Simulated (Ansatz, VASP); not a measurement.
# SrPd (SrPd (Cmcm)) in two plane-wave programs, part 2 of 2

Wanted: the spread between two codes on one cell, functional and k mesh. The cell is taken from a series of runs on this material, whose earlier steps may have relaxed, scaled, displaced or heated it; both programs get it as it stands.

VASP 6.6.1 and Ansatz 0.2.0.

So far: Starting point; Ansatz: relaxation of cell and atoms, r2SCAN; VASP: relaxation of cell and atoms, r2SCAN.

## Step 3: VASP: relaxation of cell and atoms, r2SCAN (continued)

Level of this step: r2SCAN; plane waves and PAW (Sr_sv, Pd) (VASP).

Numbers of over 12 decimals in the logs are rounded to 6 here.

Parts of OUTCAR (step 3):

```text
ion  position               nearest neighbor table
   1  0.861  0.139  0.750-   3 3.19   3 3.19   4 3.20   4 3.20   4 3.20   4 3.20   3 3.29   2 3.89
                             2 3.89   2 3.99   2 3.99   2 3.99   2 3.99
   2  0.139  0.861  0.250-   4 3.19   4 3.19   3 3.20   3 3.20   3 3.20   3 3.20   4 3.29   1 3.89
                             1 3.89   1 3.99   1 3.99   1 3.99   1 3.99
   3  0.571  0.429  0.750-   4 2.77   4 2.77   1 3.19   1 3.19   2 3.20   2 3.20   2 3.20   2 3.20
                             1 3.29
   4  0.429  0.571  0.250-   3 2.77   3 2.77   2 3.19   2 3.19   1 3.20   1 3.20   1 3.20   1 3.20
                             2 3.29

  LATTYP: Found a base centered orthorhombic cell.
 ALAT       =     4.2523280000
 B/A-ratio  =     2.6666263750
 C/A-ratio  =     1.0633791655

 Subroutine GETGRP returns: Found  8 space group operations
 (whereof  4 operations were pure point group operations)

The static configuration has the point symmetry C_2h.
 The point group associated with its full space group is D_2h.

 Found    155 irreducible k-points:

   k-points           NKPTS =    155   k-points in BZ     NKDIM =    155   number of bands    NBANDS=     26

   dimension x,y,z NGX =    48 NGY =   48 NGZ =   36
   dimension x,y,z NGXF=    96 NGYF=   96 NGZF=   72

   ENCUT  =  550.0 eV  40.42 Ry    6.36 a.u.  11.58 11.58  8.65*2*pi/ulx,y,z

   NELECT =      40.0000    total number of electrons

 k-points in reciprocal lattice and weights: Automatic mesh
   0.00000000  0.00000000  0.00000000       0.001
   0.10000000  0.00000000  0.00000000       0.004
   0.20000000  0.00000000  0.00000000       0.004
   0.30000000  0.00000000  0.00000000       0.004
   0.40000000  0.00000000  0.00000000       0.004
   0.50000000  0.00000000  0.00000000       0.002
   0.10000000  0.10000000  0.00000000       0.002
   0.20000000  0.10000000  0.00000000       0.004
   0.30000000  0.10000000  0.00000000       0.004
[...]
-0.40000000  0.40000000  0.44444444       0.004
   0.50000000  0.50000000  0.44444444       0.002

 average (electrostatic) potential at core
       1 -41.5561       2 -41.5561       3 -80.6451       4 -80.6451

 E-fermi :   4.1274

 k-point     1 :       0.0000    0.0000    0.0000
  band No.  band energies     occupation
    ...
     16       2.2118      2.00000
     17       2.3819      2.00000
     18       2.4741      2.00000
     19       2.7718      2.00000
     20       3.6409      1.99988
     21       5.9692      0.00000
     22       6.8043      0.00000
     23       7.3097      0.00000
     24       7.4721      0.00000
     25       8.0270      0.00000
    ...

 k-point     2 :       0.1000    0.0000    0.0000
  band No.  band energies     occupation
    ...
     16       2.1974      2.00000
     17       2.3878      2.00000
     18       2.4736      2.00000
     19       2.7575      2.00000
     20       3.6727      1.99978
     21       5.7461      0.00000
     22       6.5983      0.00000
     23       7.2946      0.00000
     24       7.3476      0.00000
     25       7.8281      0.00000
    ...

 k-point     3 :       0.2000    0.0000    0.0000
  band No.  band energies     occupation
    ...
     16       2.1726      2.00000
     17       2.4046      2.00000
     18       2.4830      2.00000
     19       2.7178      2.00000
     20       3.7501      1.99895
     21       5.3061      0.00000
     22       6.1707      0.00000
     23       7.0697      0.00000
     24       7.0824      0.00000
     25       7.6647      0.00000
    ...

  Total       -0.0043288      0.0104785      0.0010163      0.0000000     -0.0000000      0.0000000
  in kB       -0.0635611      0.1538600      0.0149225      0.0000000     -0.0000000      0.0000000
  external PRESSURE =       0.0350738 kB  Pullay stress =       0.0000000 kB

  energy-cutoff  :      550.00
  volume of cell :      109.12
      direct lattice vectors                 reciprocal lattice vectors
     2.130374246 -5.672924256 -0.000000000     0.234700547 -0.088137965  0.000000000
     2.130374246  5.672924256  0.000000000     0.234700547  0.088137965 -0.000000000
     0.000000000  0.000000000  4.514317395     0.000000000 -0.000000000  0.221517433

 POSITION                                       TOTAL-FORCE (eV/Angst)
 -----------------------------------------------------------------------------------
      2.13037     -4.09389      3.38574         0.000000      0.002105      0.000000
      2.13037      4.09389      1.12858         0.000000     -0.002105     -0.000000
      2.13037     -0.80119      3.38574         0.000000     -0.002010      0.000000
      2.13037      0.80119      1.12858         0.000000      0.002010     -0.000000
 -----------------------------------------------------------------------------------
    total drift:                               -0.000081      0.000000     -0.000001

  FREE ENERGIE OF THE ION-ELECTRON SYSTEM (eV)
  ---------------------------------------------------
  free  energy   TOTEN  =       -78.5390854050 eV

  energy  without entropy=      -78.5310219901  energy(sigma->0) =      -78.53505370

 reached required accuracy - stopping structural energy minimisation

 total charge
# of ion       s       p       d       tot
------------------------------------------
    1        2.040   5.837   0.206   8.083
    2        2.040   5.837   0.206   8.083
    3        0.623   0.199   8.636   9.458
    4        0.623   0.199   8.636   9.458
--------------------------------------------------
tot          5.326  12.073  17.684  35.083

[... 3 further parts left out ...]
```

## Step 4: Comparison

Known differences besides the potentials themselves: VASP keeps PBE cores, Ansatz makes them for the functional; the data sets hold 56 valence electrons in Ansatz (on its default PAW (the set named soft_2) files) and 40 in VASP; the cutoff is 500 eV in Ansatz and 550 eV in VASP; Ansatz adds a Pulay correction to the stress that steers its cell, VASP none. Total energies have different zeros and are not compared.

The two programs side by side:

```csv
quantity,Ansatz,VASP,difference
volume (Å³),108.59,109.12,-0.48 %
"edge a after relaxation, in the typed setting (Å)",6.052,6.060,-0.13 %
"edge c after relaxation, in the typed setting (Å)",4.511,4.514,-0.07 %
```

## Step 5: What came out

```
difference in volume (relaxation of cell and atoms, r2SCAN) : -0.48 %
```

**Reading.** The difference in volume is -0.48 % (relaxation of cell and atoms, r2SCAN), within the 1.2 % picked in this series as the mark of a large difference, as far as the stopping tolerances let one tell. The data sets hold unlike numbers of valence electrons (56 in Ansatz and 40 in VASP), so part of the differences comes from the potentials. How closely two codes agree says nothing of how well the functional describes the real material.

[Lines on the potential files, build, host, timing and source positions are cut from VASP's logs without a mark.]

[Logs are printed without paths, hosts, clocks, repeated set-up lines and the standing remarks that a program may print on its own settings, such as how far it seeks lower states.]

[Hosts, paths, dates, database ids (printed as entryN), source tags and the programs' standing remarks are cut or masked in the printed files.]
